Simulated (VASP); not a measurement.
# B2C (Pmmm) in VASP: density of states with PBE

Aim: the density of states of B2C with PBE.

Everything below comes from runs of VASP 6.6.1. Logs are shortened: lines on timing, memory, paths and dates and some standing lists are left out, and cuts for length are marked.

## (1) The crystal as given

Symmetry: Pmmm, No. 47, orthorhombic system. The conventional cell has a = 2.573 Å, b = 3.433 Å, c = 3.928 Å, α = 90.00°, β = 90.00°, γ = 90.00°. B (site symmetry m2m) has 2 C at 1.56 Å and 2 B at 1.68 to 1.75 Å as nearest neighbours. C (site symmetry mmm) has 4 B at 1.56 Å as nearest neighbours.

The cell was built by a generator and needn't be a form met in nature.

## (2) Density of states, PBE

Contents of POSCAR:

```
B2C                                     
1.0
    2.5733011812      0.0000000000      0.0000000000
    0.0000000000      3.4329812487      0.0000000000
    0.0000000000      0.0000000000      3.9282734018
  B               C             
     2     1
Direct
     0.5000000000000000    0.2547128255780223    0.0000000000000000
     0.5000000000000000    0.7452871744219779    0.0000000000000000
     0.0000000000000000    0.0000000000000000    0.0000000000000000
```

Contents of INCAR.step1:

```
PREC = Accurate
ENCUT = 520
EDIFF = 1E-7
ISMEAR = 0
SIGMA = 0.1
LREAL = F
LASPH = T
NELM = 60
ALGO = Fast
ISIF = 2
LWAVE = F
LCHARG = T
GGA = PE
NBANDS = 12
KPAR = 4
```

Contents of KPOINTS.step1:

```
regular mesh
0
Gamma
  14 10 10
```

Contents of INCAR.step2:

```
PREC = Accurate
ENCUT = 520
EDIFF = 1E-7
ISMEAR = -5
SIGMA = 0.1
LREAL = F
LASPH = T
NELM = 60
ALGO = Fast
ISIF = 2
LWAVE = F
LCHARG = F
GGA = PE
LORBIT = 11
NBANDS = 12
KPAR = 4
NEDOS = 2001
ICHARG = 11
```

Contents of KPOINTS.step2:

```
regular mesh
0
Gamma
  21 15 15
```

Potentials or basis: VASP PAW PBE potentials, release 64 (B, C).

On the command line:

```
cat potpaw_PBE.64/B/POTCAR potpaw_PBE.64/C/POTCAR > POTCAR
cp INCAR.step1 INCAR
cp KPOINTS.step1 KPOINTS
mpirun -np 4 vasp_std > vasp.out
cp INCAR.step2 INCAR
cp KPOINTS.step2 KPOINTS
mpirun -np 4 vasp_std > vasp.out
```

OUTCAR:

```text
PREC = Accurate
   ENCUT = 520
   EDIFF = 1E-7
   ISMEAR = -5
   LREAL = F
   LASPH = T
   NELM = 60
   ISIF = 2
   GGA = PE
   LORBIT = 11
   ICHARG = 11

 ion  position               nearest neighbor table
   1  0.500  0.255  0.000-   3 1.56   3 1.56   2 1.68   2 1.75
   2  0.500  0.745  0.000-   3 1.56   3 1.56   1 1.68   1 1.75
   3  0.000  0.000  0.000-   1 1.56   2 1.56   1 1.56   2 1.56

  LATTYP: Found a simple orthorhombic cell.
 ALAT       =     2.5733011812
 B/A-ratio  =     1.3340767392
 C/A-ratio  =     1.5265501879

  Lattice vectors:

 A1 = (   2.5733011812,   0.0000000000,   0.0000000000)
 A2 = (   0.0000000000,   3.4329812487,   0.0000000000)
 A3 = (   0.0000000000,   0.0000000000,   3.9282734018)

Analysis of symmetry for initial positions (statically):
=====================================================================
 Subroutine PRICEL returns:
 Original cell was already a primitive cell.

 Routine SETGRP: Setting up the symmetry group for a
 simple orthorhombic supercell.

 Subroutine GETGRP returns: Found  8 space group operations
 (whereof  8 operations were pure point group operations)
 out of a pool of  8 trial point group operations.

The static configuration has the point symmetry D_2h.

Analysis of symmetry for dynamics (positions and initial velocities):
=====================================================================
 Subroutine PRICEL returns:
 Original cell was already a primitive cell.

 Routine SETGRP: Setting up the symmetry group for a
 simple orthorhombic supercell.

 Subroutine GETGRP returns: Found  8 space group operations
 (whereof  8 operations were pure point group operations)
 out of a pool of  8 trial point group operations.

The dynamic configuration has the point symmetry D_2h.

 Subroutine INISYM returns: Found  8 space group operations
 (whereof  8 operations are pure point group operations),
 and found     1 'primitive' translations

----------------------------------------------------------------------------------------

                                     Primitive cell

  volume of cell :      34.7027

  direct lattice vectors                    reciprocal lattice vectors
     2.573301181  0.000000000  0.000000000     0.388605892  0.000000000  0.000000000
     0.000000000  3.432981249  0.000000000     0.000000000  0.291292008  0.000000000
[... 106 lines left out ...]
   IALGO  =     68    algorithm
   IMIX   =      4    mixing-type and parameters
     AMIX     =   0.40;   BMIX     =  1.00
     AMIX_MAG =   1.60;   BMIX_MAG =  1.00
  volume/ion in A,a.u.               =      11.57        78.06
  Fermi-wavevector in a.u.,A,eV,Ry     =   1.081318  2.043395 15.908604  1.169249
  Thomas-Fermi vector in A             =   2.217332
   LORBIT       =     11    0 simple, 1 ext, 2 COOP (PROOUT), +10 PAW based schemes
   GGA     = PE    functional components
   LHFCALC =     F    Hartree Fock is set to
   AEXX    =    0.0000 exact exchange contribution
   IVDW    =     0    specifies the selected vdW correction
   LEPSILON=     F    determine dielectric tensor
   LRPA    =     F    only Hartree local field effects (RPA)
 non-spin polarized calculation
 RMM-DIIS sequential band-by-band and
 Fermi weights with tetrahedron method with Bloechl corrections
  energy-cutoff  :      520.00
  volume of cell :       34.70
 maximum number of plane-waves:       954
 NGX is ok and might be reduce to    20

 number of electron      10.0000000 magnetization

 Free energy of the ion-electron system (eV)
  ---------------------------------------------------
  ext. energy  EPLUGINS =         0.00000000
  ---------------------------------------------------
  free energy    TOTEN  =       -21.21660809 eV

  energy without entropy =      -21.21660809  energy(sigma->0) =      -21.21660809

 E-fermi :   2.3399     XC(G=0):  -8.8900

 val. band max:        2.4237283757   @ k =   0.0000   0.3333   0.4667
 cond. band min:       2.2580892198   @ k =   0.4762   0.2667   0.3333
 fundamental gap:     -0.1656391559
 Fermi energy:         2.3399489112

 k-point     1 :       0.0000    0.0000    0.0000
  band No.  band energies     occupation
      1     -13.9733      2.00000
      2      -3.6125      2.00000
      3      -2.9315      2.00000
      4      -2.4322      2.00000
      5      -2.1960      2.00000
      6       6.1409      0.00000
      7       8.6734      0.00000
      8       9.0896      0.00000
      9       9.8225      0.00000
     10      10.9970      0.00000
     11      15.1684      0.00000
     12      16.0402      0.00000
[... 331 lines left out ...]
 k-point    24 :       0.0476    0.1333    0.0000
  band No.  band energies     occupation
      1     -13.8522      2.00000
      2      -4.9711      2.00000
      3      -2.7343      2.00000
      4      -2.2957      2.00000
      5      -0.8065      2.00000
      6       6.4016      0.00000
      7       6.7404      0.00000
      8       9.8427      0.00000
      9      10.0520      0.00000
     10      10.8023      0.00000
     11      13.9794      0.00000
     12      16.8135      0.00000

 [... further k-points ...]

------------------------ aborting loop because EDIFF is reached ----------------------------------------

  FORCE on cell =-STRESS in cart. coord.  units (eV):
  Direction    XX          YY          ZZ          XY          YZ          ZX
  --------------------------------------------------------------------------------------
  -------------------------------------------------------------------------------------
  Total       -0.0118138      0.0673352      0.0152853      0.0000000      0.0000000      0.0000000
  in kB       -0.5454254      3.1087723      0.7057000      0.0000000      0.0000000      0.0000000
  external PRESSURE =       1.0896823 kB  Pullay stress =       0.0000000 kB

 VOLUME and BASIS-vectors are now :
 -----------------------------------------------------------------------------
  energy-cutoff  :      520.00
  volume of cell :       34.70
      direct lattice vectors                 reciprocal lattice vectors
     2.573301181  0.000000000  0.000000000     0.388605892  0.000000000  0.000000000
     0.000000000  3.432981249  0.000000000     0.000000000  0.291292008  0.000000000
     0.000000000  0.000000000  3.928273402     0.000000000  0.000000000  0.254564766

 POSITION                                       TOTAL-FORCE (eV/Angst)
 -----------------------------------------------------------------------------------
      1.28665      0.87442      0.00000         0.000000     -0.011898      0.000000
      1.28665      2.55856      0.00000        -0.000000      0.011898      0.000000
      0.00000      0.00000      0.00000        -0.000000      0.000000      0.000000
 -----------------------------------------------------------------------------------
    total drift:                                0.000000      0.000000     -0.000000

  FREE ENERGIE OF THE ION-ELECTRON SYSTEM (eV)
  ---------------------------------------------------
  free  energy   TOTEN  =       -21.2166080906 eV

  energy  without entropy=      -21.2166080906  energy(sigma->0) =      -21.21660809

 total charge

# of ion       s       p       d       tot
------------------------------------------
    1        0.726   1.279   0.000   2.005
    2        0.726   1.279   0.000   2.005
    3        0.850   1.775   0.000   2.626
--------------------------------------------------
tot          2.303   4.332   0.000   6.635
```

OUTCAR.step1:

```text
PREC = Accurate
   ENCUT = 520
   EDIFF = 1E-7
   ISMEAR = 0
   LREAL = F
[... 590 lines left out ...]
      1.28665      0.87442      0.00000        -0.000000     -0.000220     -0.000000
      1.28665      2.55856      0.00000         0.000000      0.000220      0.000000
      0.00000      0.00000      0.00000         0.000000      0.000000      0.000000
 -----------------------------------------------------------------------------------
    total drift:                                0.000000      0.000000     -0.000000

  FREE ENERGIE OF THE ION-ELECTRON SYSTEM (eV)
  ---------------------------------------------------
  free  energy   TOTEN  =       -21.2213149236 eV

  energy  without entropy=      -21.2188623985  energy(sigma->0) =      -21.22008866
```

It took 96 s on 4 MPI ranks of Intel Xeon Platinum 8375C at 2.90GHz (Ice Lake), shared host; peak memory 0.36 GiB.

What came out:

| Item | Value |
| --- | --- |
| Valence electrons inside the program's atomic spheres | B 2.00; C 2.63 |

Levels at points of the mesh, in eV from the Fermi level:
```tsv
k point	band 3	band 4	band 5	band 6	band 7	band 8
(0.00, 0.00, 0.00)	-5.27	-4.77	-4.54	3.80	6.33	6.75
```

States per cell in windows of 1 eV (zero at the Fermi level; states under -8 eV left out):
| from (eV) | total | B1_p | B2_p | C3_p | B1_s | B2_s | C3_s |
| --- | --- | --- | --- | --- | --- | --- | --- |
| -8.0 | 0.61 | 0.08 | 0.08 | 0.12 | 0.06 | 0.06 | 0.03 |
| -7.0 | 0.67 | 0.10 | 0.10 | 0.14 | 0.04 | 0.04 | 0.03 |
| -6.0 | 1.02 | 0.15 | 0.15 | 0.22 | 0.05 | 0.05 | 0.03 |
| -5.0 | 1.61 | 0.25 | 0.25 | 0.40 | 0.07 | 0.07 | 0.01 |
| -4.0 | 0.89 | 0.14 | 0.14 | 0.19 | 0.04 | 0.04 | 0.00 |
| -3.0 | 0.61 | 0.10 | 0.10 | 0.13 | 0.02 | 0.02 | 0.00 |
| -2.0 | 0.47 | 0.07 | 0.07 | 0.11 | 0.01 | 0.01 | 0.00 |
| -1.0 | 0.48 | 0.07 | 0.07 | 0.12 | 0.00 | 0.00 | 0.00 |
| 0.0 | 0.51 | 0.09 | 0.09 | 0.07 | 0.00 | 0.00 | 0.00 |
| 1.0 | 0.59 | 0.10 | 0.10 | 0.07 | 0.00 | 0.00 | 0.00 |
| 2.0 | 0.48 | 0.08 | 0.08 | 0.06 | 0.00 | 0.00 | 0.00 |
| 3.0 | 0.36 | 0.06 | 0.06 | 0.05 | 0.00 | 0.00 | 0.00 |
| 4.0 | 0.45 | 0.06 | 0.06 | 0.06 | 0.00 | 0.00 | 0.00 |
| 5.0 | 1.40 | 0.22 | 0.22 | 0.05 | 0.12 | 0.12 | 0.02 |
| 6.0 | 1.48 | 0.24 | 0.24 | 0.08 | 0.07 | 0.07 | 0.04 |
| 7.0 | 1.53 | 0.23 | 0.23 | 0.11 | 0.05 | 0.05 | 0.08 |

Caveat: this functional lacks dispersion, which binds the layers, so the pressure and a relaxed spacing across them are unreliable; tetrahedron occupations give inexact forces and stress in metals.
